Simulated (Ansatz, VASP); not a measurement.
# TaN in two plane-wave programs, part 2 of 2

Wanted: the spread between two codes on one cell, functional and k mesh. The cell is taken from a series of runs on this material, whose earlier steps may have relaxed, scaled, displaced or heated it; both programs get it as it stands.

VASP 6.6.1 and Ansatz 0.2.0.

So far: Set-up; Ansatz: zone-centre phonons, LDA.

**3. VASP: zone-centre phonons, LDA**

Level of this step: LDA; plane waves and PAW (N, Ta_pv) (VASP).

The same cell, functional (in two slightly different forms), mesh and smearing now go to VASP, with its own data sets.

Lines of VASP's logs that name or quote its potential files are left out, and so is its time.

Input file INCAR:

```
SYSTEM = TaN
PREC = Accurate
ENCUT = 600
EDIFF = 1E-08
NELM = 120
ISMEAR = 1
SIGMA = 0.2
LREAL = .FALSE.
ALGO = Normal
GGA = CA
NBANDS = 14
LASPH = .TRUE.
LORBIT = 11
LWAVE = .FALSE.
LCHARG = .FALSE.
ISIF = 2
IBRION = 8
GGA_COMPAT = .FALSE.
KPAR = 2
```

Input file POSCAR:

```
TaN
1.0
    0.0191054600      2.1764407478      2.1723906607
    2.1764407478      0.0191054600      2.1723906607
    2.1955462078      2.1955462078      0.0000000000
N Ta
1 1
Direct
    0.0000000000      0.0000000000      0.0000000000
    0.5000000000      0.5000000000      0.5000000000
```

Input file KPOINTS:

```
Automatic mesh
0
Gamma
16 16 16
0 0 0
```

Potentials, in the order of the species: N and Ta_pv (LDA family, release 64).

Run with:

```
$ mpirun -np 2 vasp_std
```

Numbers of over 12 decimals in the logs are rounded to 6 here.

Output:

```text
[banner, memory and clock lines left out]
running    2 mpi-ranks, on    1 nodes
 distrk:  each k-point on    1 cores,    2 groups
 distr:  one band on    1 cores,    1 groups

 POSCAR found type information on POSCAR N Ta
 POSCAR found :  2 types and       2 ions
 LDA part: xc-table for (Slater(with rela. corr.)+CA(PZ))
 , standard interpolation
 POSCAR, INCAR and KPOINTS ok, starting setup
 FFT: planning ... GRIDC
 FFT: planning ... GRID_SOFT
 FFT: planning ... GRID
 WAVECAR not read
 entering main loop
       N       E                     dE             d eps       ncg     rms          rms(c)
DAV:   1     0.933943296085E+02    0.93394E+02   -0.97978E+03 17396   0.135E+03
DAV:   2    -0.241376195046E+02   -0.11753E+03   -0.11075E+03 21242   0.328E+02
DAV:   3    -0.271627862186E+02   -0.30252E+01   -0.29922E+01 19946   0.471E+01
DAV:   4    -0.271775516452E+02   -0.14765E-01   -0.14755E-01 20504   0.348E+00
DAV:   5    -0.271776639647E+02   -0.11232E-03   -0.11232E-03 19900   0.272E-01    0.256E+01
DAV:   6    -0.242958651401E+02    0.28818E+01   -0.65284E+00 18654   0.283E+01    0.108E+01
DAV:   7    -0.241876209422E+02    0.10824E+00   -0.38001E-01 22404   0.562E+00    0.727E+00
DAV:   8    -0.241491350866E+02    0.38486E-01   -0.12577E-01 21204   0.319E+00    0.122E+00
DAV:   9    -0.241458424425E+02    0.32926E-02   -0.93016E-03 20118   0.844E-01    0.270E-01
DAV:  10    -0.241456709159E+02    0.17153E-03   -0.43359E-04 23204   0.259E-01    0.815E-02
DAV:  11    -0.241456540830E+02    0.16833E-04   -0.39537E-05 18984   0.676E-02    0.149E-02
DAV:  12    -0.241456538866E+02    0.19641E-06   -0.22804E-06 22482   0.143E-02    0.343E-03
DAV:  13    -0.241456538721E+02    0.14492E-07   -0.69064E-08 20004   0.250E-03    0.808E-04
DAV:  14    -0.241456538718E+02    0.32674E-09   -0.26934E-09 13770   0.573E-04
   1 F= -.24145654E+02 E0= -.24145045E+02  d E =-.182514E-02
 Linear response reoptimize wavefunctions to high precision
DAV:   1    -0.241456538714E+02    0.36198E-09   -0.70363E-10 14022   0.277E-04
DAV:   2    -0.241456538714E+02   -0.34106E-11   -0.10895E-10 10986   0.926E-05
 Linear response DOF=           4
 Linear response progress:
  Degree of freedom:   1/  4
       N       E                     dE             d eps       ncg     rms          rms(c)
RMM:   1    -0.232904353720E+00   -0.23290E+00    0.15301E-01 66139   0.298E+00
RMM:   2    -0.229064494317E+00    0.38399E-02   -0.43012E-03 52525   0.499E-01    0.158E-01
RMM:   3    -0.229920834730E+00   -0.85634E-03   -0.92031E-04 47347   0.185E-01    0.801E-02
RMM:   4    -0.231280474284E+00   -0.13596E-02   -0.47024E-04 48162   0.129E-01    0.220E-02
RMM:   5    -0.231381208307E+00   -0.10073E-03   -0.19868E-05 55418   0.322E-02    0.293E-03
RMM:   6    -0.231381934327E+00   -0.72602E-06   -0.17179E-06 55224   0.715E-03    0.754E-04
RMM:   7    -0.231374650982E+00    0.72833E-05   -0.14913E-07 55816   0.191E-03    0.350E-04
RMM:   8    -0.231376778212E+00   -0.21272E-05   -0.24621E-08 59423   0.679E-04    0.843E-05
RMM:   9    -0.231375897686E+00    0.88053E-06    0.12681E-08 56609   0.249E-04    0.265E-05
RMM:  10    -0.231375773473E+00    0.12421E-06   -0.87384E-09 62887   0.786E-05    0.101E-05
RMM:  11    -0.231375854265E+00   -0.80792E-07   -0.49309E-09 56508   0.298E-05    0.189E-06
RMM:  12    -0.231375868176E+00   -0.13911E-07   -0.50885E-10 58398   0.942E-06    0.275E-06
RMM:  13    -0.231375861813E+00    0.63630E-08   -0.39357E-09 46995   0.408E-06    0.718E-07
 first order change of Fermi-energy   0.44009E-04
 force on displaced ion       1 direction 1 :  -8.499  -0.242   0.000
 Linear response progress:
  Degree of freedom:   2/  4
       N       E                     dE             d eps       ncg     rms          rms(c)
RMM:   1    -0.232928230769E+00   -0.23293E+00    0.15499E-01 37109   0.298E+00
RMM:   2    -0.229258254949E+00    0.36700E-02   -0.42823E-03 29664   0.497E-01    0.159E-01
RMM:   3    -0.230117501527E+00   -0.85925E-03   -0.92158E-04 26564   0.186E-01    0.808E-02
RMM:   4    -0.231485101909E+00   -0.13676E-02   -0.47284E-04 26942   0.129E-01    0.222E-02
RMM:   5    -0.231587104396E+00   -0.10200E-03   -0.19774E-05 31097   0.323E-02    0.295E-03
RMM:   6    -0.231589134504E+00   -0.20301E-05   -0.16261E-06 31026   0.723E-03    0.764E-04
RMM:   7    -0.231581399517E+00    0.77350E-05   -0.16108E-07 30985   0.194E-03    0.349E-04
RMM:   8    -0.231583515143E+00   -0.21156E-05   -0.54730E-08 33184   0.684E-04    0.846E-05
RMM:   9    -0.231582678698E+00    0.83644E-06    0.11091E-08 31613   0.247E-04    0.263E-05
RMM:  10    -0.231582556698E+00    0.12200E-06   -0.22256E-08 35132   0.767E-05    0.101E-05
RMM:  11    -0.231582626133E+00   -0.69435E-07   -0.85949E-09 31598   0.293E-05    0.196E-06
RMM:  12    -0.231582642257E+00   -0.16124E-07    0.41364E-10 32489   0.933E-06    0.250E-06
RMM:  13    -0.231582636421E+00    0.58365E-08   -0.25531E-09 25842   0.407E-06    0.566E-07
 first order change of Fermi-energy   0.24448E-04
 force on displaced ion       1 direction 3 :   0.000   0.000  -8.671
 Linear response progress:
  Degree of freedom:   3/  4
       N       E                     dE             d eps       ncg     rms          rms(c)
RMM:   1    -0.134403168539E+00   -0.13440E+00    0.11381E+01 32113   0.239E+01
RMM:   2    -0.163253078866E+00   -0.28850E-01   -0.27543E-02 48806   0.146E+00    0.109E-01
RMM:   3    -0.162615693069E+00    0.63739E-03   -0.19862E-03 56903   0.278E-01    0.506E-02
RMM:   4    -0.162189101847E+00    0.42659E-03   -0.16401E-04 61474   0.843E-02    0.186E-02
RMM:   5    -0.162018653699E+00    0.17045E-03   -0.17291E-05 61836   0.238E-02    0.469E-03
RMM:   6    -0.162008348495E+00    0.10305E-04   -0.26483E-06 59248   0.854E-03    0.830E-04
RMM:   7    -0.162006713125E+00    0.16354E-05   -0.40315E-07 62773   0.244E-03    0.288E-04
RMM:   8    -0.162008713086E+00   -0.20000E-05   -0.52894E-07 65922   0.851E-04    0.686E-05
RMM:   9    -0.162009529865E+00   -0.81678E-06   -0.44546E-07 60129   0.378E-04    0.176E-05
RMM:  10    -0.162009635086E+00   -0.10522E-06   -0.17418E-07 65333   0.173E-04    0.940E-06
RMM:  11    -0.162009720826E+00   -0.85740E-07   -0.12602E-07 64642   0.837E-05    0.332E-06
RMM:  12    -0.162009668670E+00    0.52156E-07   -0.56135E-08 59688   0.462E-05    0.130E-06
RMM:  13    -0.162009656463E+00    0.12207E-07   -0.34658E-08 60854   0.249E-05    0.274E-06
RMM:  14    -0.162009678989E+00   -0.22526E-07   -0.16932E-08 52888   0.160E-05    0.124E-06
RMM:  15    -0.162009686276E+00   -0.72870E-08   -0.10650E-08 48465   0.944E-06    0.815E-07
 first order change of Fermi-energy  -0.53776E-04
 force on displaced ion       2 direction 1 :  -8.502  -0.241   0.000
 Linear response progress:
  Degree of freedom:   4/  4
       N       E                     dE             d eps       ncg     rms          rms(c)
RMM:   1    -0.134790797639E+00   -0.13479E+00    0.11365E+01 18340   0.238E+01
RMM:   2    -0.163382138057E+00   -0.28591E-01   -0.27408E-02 27457   0.146E+00    0.110E-01
RMM:   3    -0.162739546866E+00    0.64259E-03   -0.19385E-03 31807   0.274E-01    0.511E-02
RMM:   4    -0.162302243341E+00    0.43730E-03   -0.15578E-04 34055   0.844E-02    0.184E-02
RMM:   5    -0.162134053964E+00    0.16819E-03   -0.18867E-05 34582   0.237E-02    0.477E-03
RMM:   6    -0.162122060154E+00    0.11994E-04   -0.25832E-06 33004   0.848E-03    0.835E-04
RMM:   7    -0.162120094994E+00    0.19652E-05   -0.58748E-06 34889   0.246E-03    0.288E-04
RMM:   8    -0.162122023054E+00   -0.19281E-05   -0.42172E-06 36625   0.884E-04    0.713E-05
RMM:   9    -0.162122689079E+00   -0.66602E-06   -0.38932E-06 34469   0.375E-04    0.390E-05
RMM:  10    -0.162123111422E+00   -0.42234E-06   -0.30787E-06 32750   0.227E-04    0.916E-06
RMM:  11    -0.162123184482E+00   -0.73061E-07   -0.24955E-06 37371   0.107E-04    0.598E-06
RMM:  12    -0.162123152987E+00    0.31495E-07   -0.18013E-06 33867   0.599E-05    0.157E-06
RMM:  13    -0.162123151116E+00    0.18709E-08   -0.13560E-06 33568   0.327E-05    0.245E-06
RMM:  14    -0.162123149351E+00    0.17657E-08   -0.97511E-07 25532   0.203E-05    0.315E-06
RMM:  15    -0.162123153029E+00   -0.36780E-08   -0.70642E-07 19075   0.132E-05    0.325E-06
RMM:  16    -0.162123156135E+00   -0.31061E-08   -0.49383E-07 17822   0.903E-06    0.319E-06
RMM:  17    -0.162123157879E+00   -0.17446E-08   -0.34847E-07 16389   0.651E-06    0.320E-06
 first order change of Fermi-energy   0.14651E-03
 force on displaced ion       2 direction 3 :   0.000   0.000  -8.672
 Linear response finished
```

OUTCAR, selected parts (step 3):

```text
ion  position               nearest neighbor table
   1  0.000  0.000  0.000-   2 2.17   2 2.17   2 2.18   2 2.18   2 2.18   2 2.18
   2  0.500  0.500  0.500-   1 2.17   1 2.17   1 2.18   1 2.18   1 2.18   1 2.18

  LATTYP: Found a body centered orthorhombic cell.
 ALAT       =     3.0509328226
 B/A-ratio  =     1.0177120915
 C/A-ratio  =     1.4240829196

 Subroutine GETGRP returns: Found  8 space group operations
 (whereof  8 operations were pure point group operations)

The static configuration has the point symmetry D_2h.

 Found    621 irreducible k-points:

   k-points           NKPTS =    621   k-points in BZ     NKDIM =    621   number of bands    NBANDS=     14

   dimension x,y,z NGX =    28 NGY =   28 NGZ =   28
   dimension x,y,z NGXF=    56 NGYF=   56 NGZF=   56

   ENCUT  =  600.0 eV  44.10 Ry    6.64 a.u.   6.14  6.14  6.20*2*pi/ulx,y,z

   NELECT =      16.0000    total number of electrons

 k-points in reciprocal lattice and weights: Automatic mesh
   0.00000000  0.00000000  0.00000000       0.000
   0.06250000 -0.00000000  0.00000000       0.001
   0.12500000 -0.00000000  0.00000000       0.001
   0.18750000  0.00000000  0.00000000       0.001
   0.25000000 -0.00000000  0.00000000       0.001
   0.31250000  0.00000000  0.00000000       0.001
   0.37500000  0.00000000  0.00000000       0.001
   0.43750000  0.00000000  0.00000000       0.001
   0.50000000 -0.00000000  0.00000000       0.000
[...]
0.25000000  0.25000000  0.50000000       0.000
  -0.25000000  0.25000000  0.50000000       0.000

 average (electrostatic) potential at core
       1 -60.6543       2 -34.8023

  Total        0.1616965      0.1616965      0.2848377     -0.1235379      0.0000000      0.0000000
  in kB       12.5887653     12.5887653     22.1758320     -9.6179495      0.0000000      0.0000000
  external PRESSURE =      15.7844542 kB  Pullay stress =       0.0000000 kB

  energy-cutoff  :      600.00
  volume of cell :       20.58
      direct lattice vectors                 reciprocal lattice vectors
     0.019105460  2.176440748  2.172390661    -0.231767404  0.231767404  0.230161181
     2.176440748  0.019105460  2.172390661     0.231767404 -0.231767404  0.230161181
     2.195546208  2.195546208  0.000000000     0.227733763  0.227733763 -0.230161181

 POSITION                                       TOTAL-FORCE (eV/Angst)
 -----------------------------------------------------------------------------------
      0.00000      0.00000      0.00000         0.000000     -0.000000     -0.000000
      2.19555      2.19555      2.17239         0.000000      0.000000      0.000000
 -----------------------------------------------------------------------------------
    total drift:                                0.000000      0.000000      0.000000

 Eigenvectors and eigenvalues of the dynamical matrix
 ----------------------------------------------------

   1 f  =   12.821597 THz    80.560468 2PiTHz  427.682431 cm-1    53.025840 meV
             X         Y         Z           dx          dy          dz
      0.000000  0.000000  0.000000    -0.681237   -0.681237    0.000000
      2.195546  2.195546  2.172391     0.189516    0.189516   -0.000000

   2 f  =   12.770260 THz    80.237909 2PiTHz  425.970015 cm-1    52.813527 meV
             X         Y         Z           dx          dy          dz
      0.000000  0.000000  0.000000     0.000000    0.000000    0.963418
      2.195546  2.195546  2.172391     0.000000   -0.000000   -0.268002

   3 f  =   12.461596 THz    78.298515 2PiTHz  415.674089 cm-1    51.536996 meV
             X         Y         Z           dx          dy          dz
      0.000000  0.000000  0.000000    -0.681230    0.681230   -0.000000
      2.195546  2.195546  2.172391     0.189542   -0.189542    0.000000

   4 f/i=    0.000151 THz     0.000947 2PiTHz    0.005028 cm-1     0.000623 meV
             X         Y         Z           dx          dy          dz
      0.000000  0.000000  0.000000     0.000000    0.000000   -0.268002
      2.195546  2.195546  2.172391     0.000000    0.000000   -0.963418

   5 f/i=    0.000351 THz     0.002204 2PiTHz    0.011699 cm-1     0.001451 meV
             X         Y         Z           dx          dy          dz
      0.000000  0.000000  0.000000    -0.189516   -0.189516   -0.000000
      2.195546  2.195546  2.172391    -0.681237   -0.681237   -0.000000

   6 f/i=    0.000808 THz     0.005077 2PiTHz    0.026951 cm-1     0.003341 meV
             X         Y         Z           dx          dy          dz
      0.000000  0.000000  0.000000     0.189542   -0.189542   -0.000000
      2.195546  2.195546  2.172391     0.681230   -0.681230   -0.000000

 ELASTIC MODULI CONTR FROM IONIC RELAXATION (kBar)
 Direction    XX          YY          ZZ          XY          YZ          ZX
 --------------------------------------------------------------------------------
 XX           0.0000      0.0000      0.0000      0.0000      0.0000      0.0000
 YY           0.0000      0.0000      0.0000      0.0000      0.0000      0.0000
 ZZ           0.0000      0.0000      0.0000      0.0000      0.0000      0.0000
 XY           0.0000      0.0000      0.0000      0.0000      0.0000      0.0000
 YZ           0.0000      0.0000      0.0000      0.0000      0.0000      0.0000
 ZX           0.0000      0.0000      0.0000      0.0000      0.0000      0.0000
 --------------------------------------------------------------------------------
```

**4. Side by side**

Known differences besides the potentials themselves: the two LDA forms differ slightly; the data sets hold 18 valence electrons in Ansatz (on its PAW soft_1 files) and 16 in VASP; the cutoff is 420 eV in Ansatz and 600 eV in VASP; VASP's log shows a relativistic correction to its local exchange, Ansatz's none. Total energies have different zeros and are not compared.

The two programs side by side:

| quantity | Ansatz | VASP | difference |
| --- | --- | --- | --- |
| optical mode 1 (cm⁻¹) | 412.7 | 415.7 | -0.72 % |
| optical mode 2 (cm⁻¹) | 422.7 | 426.0 | -0.77 % |
| optical mode 3 (cm⁻¹) | 424.5 | 427.7 | -0.74 % |

Modes are paired by rising frequency, not by their patterns, so a pair may set unlike modes beside each other; they are those without the splitting of longitudinal modes.

**5. Outcome**

```
r.m.s. difference of the optical zone-centre modes, each program's sorted by frequency (zone-centre phonons, LDA) : 3.1 cm⁻¹
difference in optical mode 2 (zone-centre phonons, LDA)                                                           : -0.8 %
```

In words: The r.m.s. difference of the optical zone-centre modes, each program's sorted by frequency is 3.1 cm⁻¹ (zone-centre phonons, LDA). The data sets hold unlike numbers of valence electrons (18 in Ansatz and 16 in VASP), so part of the differences comes from the potentials. Among the rows given in per cent, the largest difference of the zone-centre phonons, LDA pair is in optical mode 2, -0.8 %. Such differences can come from data sets, numerical settings and the points named under the comparisons, not from the functional's error against experiment.

[Lines on the potential files, build, host, timing and source positions are cut from VASP's logs without a mark.]

[Logs are printed without paths, hosts, clocks, repeated set-up lines and the standing remarks that a program may print on its own settings, such as how far it seeks lower states.]

[Hosts, paths, dates, database ids (printed as entryN), source tags and the programs' standing remarks are cut or masked in the printed files.]
